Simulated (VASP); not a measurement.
## SiC: band gap against strain

SiC (wurtzite, P6_3mc, 10.160 Å³/atom and stress up to 0.23 GPa in the relaxed cell, c along z) under an equal strain ε along x and y, with z held. LDA in VASP (plane waves, PAW), 600 eV, 12×12×6 Γ-centred mesh, Gaussian smearing 0.05 eV; ions are relaxed, or left where forces stay under 0.02 eV/Å, within the symmetry of each cell. Gaps are the smallest on the run's k-mesh, which can miss an edge that lies off it, without spin-orbit coupling; in all rows the valence edge lies at Γ and the conduction edge at about 1.4 Å⁻¹ from Γ.

Here s stands for strain and Eg for gap.

| strain (%) | gap (eV) |
|---|---|
| -3.00 | ? |
| -1.50 | 1.94 |
| -1.00 | 2.00 |
| -0.50 | 2.07 |
| 0.00 | 2.12 |

Problem. Using a straight line, estimate the missing Eg at s = -3.00 from the other rows, showing the fit.

Solution. Means: s -0.75000, Eg 2.032. About the means, the sum of products is 0.15250 and the sum of squares of s is 1.2500; the slope is their ratio. Least squares gives Eg = 2.124 + 0.1220·s. Residuals (row less fit): -0.001, -0.002, 0.007, -0.004; standard error 0.006 (degrees of freedom: 2). Over these rows the gap moves by 12.2 ± 0.5 eV per unit strain. At the withheld row, Eg = 2.124 + 0.1220 × (-3.0) = 1.758 eV. The calculation gives 1.73 eV, 0.028 eV below the prediction (7.2 % of the range of Eg in the table). The row lies outside the fitted rows, so this is an extrapolation. The scatter of the fitted rows lies at the last printed digit.

A polynomial of degree 2 through the 6 other runs of the series gives 1.73 there, so most of the miss is curvature that the fit leaves out. SiC is here the rare 2H polytype. Rows are the converged runs of the series near zero and its far end; series whose fitted rows scatter by over a few per cent of the range, as at a crossing or softening among them, aren't shown in this form, nor equations of state whose B0' disagrees with the runs' pressures. Most that stay on the fit to the last digits aren't either.
